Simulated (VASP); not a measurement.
Consider the following.

```
CELL_PARAMETERS angstrom
      0.00000     2.36680     2.36680
      2.36680     0.00000     2.36680
      2.36680     2.36680     0.00000
ATOMIC_POSITIONS crystal
  Na 0.00000 0.00000 0.00000
  H  0.50000 0.50000 0.50000
```

These are PBE GGA, VASP's PBE PAW potentials (set 64) (plane waves; VASP) values and carry that method's errors. Numerical set-up: 520 eV cut-off, 9×9×9 Γ-centred mesh, Gaussian smearing of 0.050 eV, potentials Na_pv H.

Task: The job: NaH (rock salt), 2 atoms, PBE, static run, 520 eV, 9×9×9 Γ-centred mesh. Roughly how much core time does it take on a busy server core?

Result: About 5 core-seconds (one run on a shared machine, a rough figure). It had 35 irreducible k-points, 8 bands, up to 725 plane waves and 13 electronic steps.

The compound is NaH in the rock salt structure. This cell is one point of a volume scan, at 0.94 of the reference volume.
